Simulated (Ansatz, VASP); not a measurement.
# Cross-check of TaN between VASP and Ansatz, part 2 of 2

One calculation is typed for both programs; each brings its own data sets. How far apart do they land? The cell is taken from a series of runs on this material, whose earlier steps may have relaxed, scaled, displaced or heated it; both programs get it as it stands.

VASP 6.6.1 and Ansatz 0.2.0.

So far: Set-up; Ansatz: zone-centre phonons, PBEsol.

## (3) VASP: zone-centre phonons, PBEsol

Level of this step: PBEsol; plane waves and PAW (N, Ta_pv) (VASP).

The same cell, functional, mesh and smearing now go to VASP, with its own data sets.

Lines of VASP's logs that name or quote its potential files are left out, and so is its time.

INCAR reads:

```
SYSTEM = TaN
PREC = Accurate
ENCUT = 600
EDIFF = 1E-08
NELM = 120
ISMEAR = 1
SIGMA = 0.2
LREAL = .FALSE.
ALGO = Normal
GGA = PS
NBANDS = 14
LASPH = .TRUE.
LORBIT = 11
LWAVE = .FALSE.
LCHARG = .FALSE.
ISIF = 2
IBRION = 8
GGA_COMPAT = .FALSE.
KPAR = 2
```

POSCAR reads:

```
TaN
1.0
    2.9047478575      0.0000000000      0.0000000000
   -1.4523739287      2.5155854362      0.0000000000
    0.0000000000      0.0000000000      2.9854309192
N Ta
1 1
Direct
    0.6666666683      0.3333333317      0.0000000000
    0.9999999984      0.0000000016      0.5000000000
```

KPOINTS reads:

```
Automatic mesh
0
Gamma
18 18 16
0 0 0
```

Potentials, in the order of the species: N and Ta_pv (PBE family, release 64).

Run with:

```bash
> mpirun -np 2 vasp_std
```

Numbers of over 12 decimals in the logs are rounded to 6 here.

What it wrote:

```text
[banner, memory and clock lines left out]
running    2 mpi-ranks, on    1 nodes
 distrk:  each k-point on    1 cores,    2 groups
 distr:  one band on    1 cores,    1 groups

 POSCAR found type information on POSCAR N Ta
 POSCAR found :  2 types and       2 ions
|                                                                             |
|               ----> ADVICE to this user running VASP <----                  |
|                                                                             |
|     You enforced a specific xc type in the INCAR file but a different       |
|     [... a line on the potential file left out ...]
|     I HOPE YOU KNOW WHAT YOU ARE DOING!                                     |
|                                                                             |

 LDA part: xc-table for (Slater+PW92), standard interpolation
 POSCAR, INCAR and KPOINTS ok, starting setup
 FFT: planning ... GRIDC
 FFT: planning ... GRID_SOFT
 FFT: planning ... GRID
 WAVECAR not read
 entering main loop
       N       E                     dE             d eps       ncg     rms          rms(c)
DAV:   1     0.103423482279E+03    0.10342E+03   -0.98366E+03  9332   0.133E+03
DAV:   2    -0.224036366022E+02   -0.12583E+03   -0.11910E+03 11388   0.345E+02
DAV:   3    -0.260744390951E+02   -0.36708E+01   -0.36463E+01 10788   0.580E+01
DAV:   4    -0.260938344154E+02   -0.19395E-01   -0.19392E-01 10980   0.449E+00
DAV:   5    -0.260939546129E+02   -0.12020E-03   -0.12020E-03 11028   0.339E-01    0.229E+01
DAV:   6    -0.238855695195E+02    0.22084E+01   -0.40520E+00 11246   0.247E+01    0.965E+00
DAV:   7    -0.237734958481E+02    0.11207E+00   -0.39940E-01 11508   0.652E+00    0.675E+00
DAV:   8    -0.237377342000E+02    0.35762E-01   -0.14596E-01 12276   0.373E+00    0.134E+00
DAV:   9    -0.237331189402E+02    0.46153E-02   -0.10699E-02 10518   0.954E-01    0.219E-01
DAV:  10    -0.237330013411E+02    0.11760E-03   -0.50867E-04 12498   0.272E-01    0.129E-01
DAV:  11    -0.237329703371E+02    0.31004E-04   -0.55743E-05 10752   0.755E-02    0.108E-02
DAV:  12    -0.237329704279E+02   -0.90794E-07   -0.32085E-06 12192   0.183E-02    0.213E-03
DAV:  13    -0.237329704218E+02    0.60206E-08   -0.33892E-08 10632   0.217E-03
   1 F= -.23732970E+02 E0= -.23733034E+02  d E =0.190624E-03
 Linear response reoptimize wavefunctions to high precision
DAV:   1    -0.237329703779E+02    0.43922E-07   -0.57590E-09 12598   0.812E-04
DAV:   2    -0.237329703779E+02   -0.12278E-10   -0.95959E-11  6324   0.100E-04
 Linear response DOF=           4
 Linear response progress:
  Degree of freedom:   1/  4
       N       E                     dE             d eps       ncg     rms          rms(c)
RMM:   1    -0.231457542626E+00   -0.23146E+00    0.10018E-01 95237   0.281E+00
RMM:   2    -0.225073054588E+00    0.63845E-02   -0.30082E-03 69885   0.457E-01    0.158E-01
RMM:   3    -0.225910958559E+00   -0.83790E-03   -0.45114E-04 66583   0.140E-01    0.861E-02
RMM:   4    -0.227049212721E+00   -0.11383E-02   -0.24852E-04 67872   0.104E-01    0.224E-02
RMM:   5    -0.227104859326E+00   -0.55647E-04   -0.77091E-06 78355   0.251E-02    0.185E-03
RMM:   6    -0.227098670770E+00    0.61886E-05   -0.27957E-06 79272   0.470E-03    0.126E-03
RMM:   7    -0.227093578846E+00    0.50919E-05   -0.62981E-07 82744   0.160E-03    0.100E-03
RMM:   8    -0.227095435731E+00   -0.18569E-05   -0.13916E-07 80262   0.623E-04    0.198E-04
RMM:   9    -0.227092843666E+00    0.25921E-05   -0.80421E-08 73163   0.288E-04    0.228E-05
RMM:  10    -0.227092646300E+00    0.19737E-06   -0.26206E-08 86222   0.974E-05    0.188E-05
RMM:  11    -0.227092586507E+00    0.59794E-07   -0.13955E-08 83684   0.353E-05    0.733E-06
RMM:  12    -0.227092577136E+00    0.93706E-08   -0.19139E-09 83057   0.159E-05    0.215E-06
 first order change of Fermi-energy   0.32872E-04
 force on displaced ion       1 direction 1 : -11.873   0.001   0.000
 Linear response progress:
  Degree of freedom:   2/  4
       N       E                     dE             d eps       ncg     rms          rms(c)
RMM:   1    -0.237153237590E+00   -0.23715E+00    0.15658E-01 32691   0.293E+00
RMM:   2    -0.231503082477E+00    0.56502E-02   -0.36601E-03 25076   0.495E-01    0.148E-01
RMM:   3    -0.232236728830E+00   -0.73365E-03   -0.97420E-04 23775   0.185E-01    0.758E-02
RMM:   4    -0.233371503212E+00   -0.11348E-02   -0.42765E-04 24682   0.122E-01    0.234E-02
RMM:   5    -0.233490185535E+00   -0.11868E-03   -0.20801E-05 26164   0.368E-02    0.354E-03
RMM:   6    -0.233484652636E+00    0.55329E-05   -0.18568E-06 26570   0.871E-03    0.137E-03
RMM:   7    -0.233475005646E+00    0.96470E-05   -0.28691E-07 26215   0.292E-03    0.398E-04
RMM:   8    -0.233476459995E+00   -0.14543E-05   -0.40461E-08 29249   0.950E-04    0.202E-04
RMM:   9    -0.233476561797E+00   -0.10180E-06   -0.17837E-08 29096   0.319E-04    0.375E-05
RMM:  10    -0.233476267323E+00    0.29447E-06    0.25133E-09 29910   0.104E-04    0.186E-05
RMM:  11    -0.233476259787E+00    0.75353E-08   -0.12435E-09 28779   0.444E-05    0.302E-06
 first order change of Fermi-energy  -0.42477E-04
 force on displaced ion       1 direction 3 :   0.000  -0.000 -11.261
 Linear response progress:
  Degree of freedom:   3/  4
       N       E                     dE             d eps       ncg     rms          rms(c)
RMM:   1    -0.130747159592E+00   -0.13075E+00    0.11757E+01 42131   0.254E+01
RMM:   2    -0.159606269015E+00   -0.28859E-01   -0.26323E-02 64320   0.150E+00    0.173E-01
RMM:   3    -0.158115190074E+00    0.14911E-02   -0.25314E-03 73829   0.341E-01    0.937E-02
RMM:   4    -0.157135616510E+00    0.97957E-03   -0.29886E-04 81804   0.131E-01    0.358E-02
RMM:   5    -0.156795372472E+00    0.34024E-03   -0.26658E-06 85486   0.338E-02    0.599E-03
RMM:   6    -0.156806203831E+00   -0.10831E-04   -0.50270E-05 83469   0.115E-02    0.225E-03
RMM:   7    -0.156809148649E+00   -0.29448E-05   -0.31971E-05 90430   0.385E-03    0.522E-04
RMM:   8    -0.156811300465E+00   -0.21518E-05   -0.17771E-05 89984   0.138E-03    0.231E-04
RMM:   9    -0.156812694705E+00   -0.13942E-05   -0.95133E-06 84641   0.616E-04    0.471E-05
RMM:  10    -0.156813021567E+00   -0.32686E-06   -0.47660E-06 90395   0.279E-04    0.219E-05
RMM:  11    -0.156813155297E+00   -0.13373E-06   -0.25999E-06 95226   0.134E-04    0.826E-06
RMM:  12    -0.156813190661E+00   -0.35364E-07   -0.13820E-06 89516   0.707E-05    0.428E-06
RMM:  13    -0.156813204048E+00   -0.13387E-07   -0.81088E-07 88559   0.409E-05    0.354E-06
RMM:  14    -0.156813249531E+00   -0.45484E-07   -0.46503E-07 82499   0.267E-05    0.249E-06
RMM:  15    -0.156813228434E+00    0.21097E-07   -0.27392E-07 75755   0.179E-05    0.266E-06
RMM:  16    -0.156813234403E+00   -0.59683E-08   -0.16619E-07 51107   0.122E-05    0.233E-06
RMM:  17    -0.156813237263E+00   -0.28603E-08   -0.10228E-07 49424   0.966E-06    0.198E-06
RMM:  18    -0.156813244526E+00   -0.72631E-08   -0.63659E-08 63998   0.861E-06    0.568E-07
 first order change of Fermi-energy  -0.70533E-04
 force on displaced ion       2 direction 1 : -11.878   0.000   0.000
 Linear response progress:
  Degree of freedom:   4/  4
       N       E                     dE             d eps       ncg     rms          rms(c)
RMM:   1    -0.160230478289E+00   -0.16023E+00    0.97781E+00 14942   0.245E+01
RMM:   2    -0.188684017488E+00   -0.28454E-01   -0.29360E-02 22286   0.156E+00    0.130E-01
RMM:   3    -0.188107588228E+00    0.57643E-03   -0.20348E-03 26482   0.291E-01    0.708E-02
RMM:   4    -0.187610931449E+00    0.49666E-03   -0.18041E-04 27387   0.948E-02    0.196E-02
RMM:   5    -0.187492671859E+00    0.11826E-03   -0.30881E-05 29809   0.265E-02    0.663E-03
RMM:   6    -0.187458657288E+00    0.34015E-04   -0.45647E-05 27842   0.100E-02    0.724E-04
RMM:   7    -0.187460042253E+00   -0.13850E-05   -0.32088E-05 32038   0.304E-03    0.431E-04
RMM:   8    -0.187462110053E+00   -0.20678E-05   -0.18655E-05 30130   0.116E-03    0.950E-05
RMM:   9    -0.187462633203E+00   -0.52315E-06   -0.10807E-05 31778   0.537E-04    0.364E-05
RMM:  10    -0.187462987779E+00   -0.35458E-06   -0.62187E-06 29989   0.291E-04    0.137E-05
RMM:  11    -0.187463223362E+00   -0.23558E-06   -0.36533E-06 30928   0.167E-04    0.351E-06
RMM:  12    -0.187463227072E+00   -0.37101E-08   -0.21881E-06 31112   0.930E-05    0.205E-06
RMM:  13    -0.187463232712E+00   -0.56401E-08   -0.13384E-06 27725   0.575E-05    0.312E-06
RMM:  14    -0.187463193174E+00    0.39539E-07   -0.84437E-07 27612   0.395E-05    0.621E-06
RMM:  15    -0.187463209416E+00   -0.16242E-07   -0.52884E-07 24532   0.261E-05    0.585E-06
RMM:  16    -0.187463203716E+00    0.56991E-08   -0.33908E-07 17457   0.177E-05    0.651E-06
RMM:  17    -0.187463254429E+00   -0.50713E-07   -0.21174E-07 28904   0.180E-05    0.385E-06
RMM:  18    -0.187463312242E+00   -0.57813E-07   -0.13285E-07 30876   0.160E-05    0.851E-07
RMM:  19    -0.187463318407E+00   -0.61648E-08   -0.78938E-08 25259   0.928E-06    0.553E-07
 first order change of Fermi-energy  -0.12433E-02
 force on displaced ion       2 direction 3 :  -0.000   0.000 -11.261
 Linear response finished
```

From OUTCAR (step 3):

```text
ion  position               nearest neighbor table
   1  0.667  0.333  0.000-   2 2.25   2 2.25   2 2.25   2 2.25   2 2.25   2 2.25
   2  1.000  0.000  0.500-   1 2.25   1 2.25   1 2.25   1 2.25   1 2.25   1 2.25

  LATTYP: Found a hexagonal cell.
 ALAT       =     2.9047478575
 C/A-ratio  =     1.0277762703

 Subroutine GETGRP returns: Found 12 space group operations
 (whereof 12 operations were pure point group operations)

The static configuration has the point symmetry D_3h.

 Found    333 irreducible k-points:

   k-points           NKPTS =    333   k-points in BZ     NKDIM =    333   number of bands    NBANDS=     14

   dimension x,y,z NGX =    24 NGY =   24 NGZ =   24
   dimension x,y,z NGXF=    48 NGYF=   48 NGZF=   48

   ENCUT  =  600.0 eV  44.10 Ry    6.64 a.u.   5.80  5.80  5.96*2*pi/ulx,y,z

   NELECT =      16.0000    total number of electrons

 k-points in reciprocal lattice and weights: Automatic mesh
   0.00000000  0.00000000  0.00000000       0.000
   0.05555556 -0.00000000  0.00000000       0.001
   0.11111111 -0.00000000  0.00000000       0.001
   0.16666667 -0.00000000  0.00000000       0.001
   0.22222222 -0.00000000  0.00000000       0.001
   0.27777778  0.00000000  0.00000000       0.001
   0.33333333  0.00000000  0.00000000       0.001
   0.38888889  0.00000000  0.00000000       0.001
   0.44444444 -0.00000000  0.00000000       0.001
[...]
0.33333333  0.27777778  0.50000000       0.002
   0.33333333  0.33333333  0.50000000       0.000

 average (electrostatic) potential at core
       1 -61.8083       2 -35.0375

  Total        0.0803094      0.0803094     -3.8597679      0.0000000      0.0000000      0.0000000
  in kB        5.8982388      5.8982388   -283.4766092      0.0000000      0.0000000      0.0000000
  external PRESSURE =     -90.5600439 kB  Pullay stress =       0.0000000 kB

  energy-cutoff  :      600.00
  volume of cell :       21.81
      direct lattice vectors                 reciprocal lattice vectors
     2.904747857  0.000000000  0.000000000     0.344263960  0.198760890  0.000000000
    -1.452373929  2.515585436  0.000000000     0.000000000  0.397521780  0.000000000
     0.000000000  0.000000000  2.985430919     0.000000000  0.000000000  0.334960020

 POSITION                                       TOTAL-FORCE (eV/Angst)
 -----------------------------------------------------------------------------------
      1.45237      0.83853      0.00000        -0.000000      0.000000      0.000000
      2.90475      0.00000      1.49272         0.000000      0.000000      0.000000
 -----------------------------------------------------------------------------------
    total drift:                               -0.000003      0.000002     -0.000000

 Eigenvectors and eigenvalues of the dynamical matrix
 ----------------------------------------------------

   1 f  =   14.942925 THz    93.889167 2PiTHz  498.442327 cm-1    61.798945 meV
             X         Y         Z           dx          dy          dz
      1.452374  0.838528  0.000000    -0.563924   -0.781116    0.000000
      2.904748  0.000000  1.492715     0.156897    0.217325    0.000000

   2 f  =   14.942925 THz    93.889167 2PiTHz  498.442327 cm-1    61.798945 meV
             X         Y         Z           dx          dy          dz
      1.452374  0.838528  0.000000    -0.781116    0.563924   -0.000000
      2.904748  0.000000  1.492715     0.217325   -0.156897   -0.000000

   3 f  =   14.552548 THz    91.436357 2PiTHz  485.420757 cm-1    60.184476 meV
             X         Y         Z           dx          dy          dz
      1.452374  0.838528  0.000000     0.000000    0.000000    0.963421
      2.904748  0.000000  1.492715    -0.000000   -0.000000   -0.267993

   4 f/i=    0.000040 THz     0.000252 2PiTHz    0.001337 cm-1     0.000166 meV
             X         Y         Z           dx          dy          dz
      1.452374  0.838528  0.000000    -0.000000    0.000000   -0.267993
      2.904748  0.000000  1.492715    -0.000000    0.000000   -0.963421

   5 f/i=    0.000814 THz     0.005115 2PiTHz    0.027156 cm-1     0.003367 meV
             X         Y         Z           dx          dy          dz
      1.452374  0.838528  0.000000    -0.265058    0.039890    0.000000
      2.904748  0.000000  1.492715    -0.952679    0.143372    0.000000

   6 f/i=    0.000814 THz     0.005115 2PiTHz    0.027156 cm-1     0.003367 meV
             X         Y         Z           dx          dy          dz
      1.452374  0.838528  0.000000     0.039890    0.265058    0.000000
      2.904748  0.000000  1.492715     0.143372    0.952679    0.000000

 ELASTIC MODULI CONTR FROM IONIC RELAXATION (kBar)
 Direction    XX          YY          ZZ          XY          YZ          ZX
 --------------------------------------------------------------------------------
 XX          -0.1356      0.1356     -0.0000     -0.0000      0.0000     -0.0000
 YY           0.1356     -0.1356     -0.0000     -0.0000      0.0000      0.0000
 ZZ          -0.0000     -0.0000     -0.0000     -0.0000      0.0000      0.0000
 XY          -0.0000     -0.0000     -0.0000     -0.1356      0.0000      0.0000
 YZ           0.0000      0.0000      0.0000      0.0000      0.0000      0.0000
 ZX          -0.0000      0.0000      0.0000      0.0000      0.0000     -0.0000
 --------------------------------------------------------------------------------
```

Energies printed during the response cycles are not total energies of the cell. The PAW data sets were made with PBE, which is usual practice but a small mismatch for other functionals.

## (4) Comparison

Known differences besides the potentials themselves: the data sets hold 18 valence electrons in Ansatz (on its PAW soft_1 files) and 16 in VASP; the cutoff is 420 eV in Ansatz and 600 eV in VASP; Ansatz makes its cores anew for this functional, VASP keeps those of its PBE data sets. Total energies have different zeros and are not compared.

The two programs side by side:

```csv
quantity,Ansatz,VASP,difference
optical mode 1 (cm⁻¹),482.4,485.4,-0.63 %
optical mode 2 to 3 (cm⁻¹),495.6,498.4,-0.58 %
```

Modes are paired by rising frequency, not by their patterns, so a pair may set unlike modes beside each other; they are those without the splitting of longitudinal modes.

## (5) Outcome

| Property | Result |
| --- | --- |
| r.m.s. difference of the optical zone-centre modes, each program's sorted by frequency (zone-centre phonons, PBEsol) | 3.0 cm⁻¹ |
| difference in optical mode 1 (zone-centre phonons, PBEsol) | -0.6 % |

In words: The r.m.s. difference of the optical zone-centre modes, each program's sorted by frequency is 3.0 cm⁻¹ (zone-centre phonons, PBEsol). The data sets hold unlike numbers of valence electrons (18 in Ansatz and 16 in VASP), so part of the differences comes from the potentials. Among the rows given in per cent, the largest difference of the zone-centre phonons, PBEsol pair is in optical mode 1, -0.6 %. How closely two codes agree says nothing of how well the functional describes the real material.

[Lines on the potential files, build, host, timing and source positions are cut from VASP's logs without a mark.]

[Logs are printed without paths, hosts, clocks, repeated set-up lines and the standing remarks that a program may print on its own settings, such as how far it seeks lower states.]

[Hosts, paths, dates, database ids (printed as entryN), source tags and the programs' standing remarks are cut or masked in the printed files.]
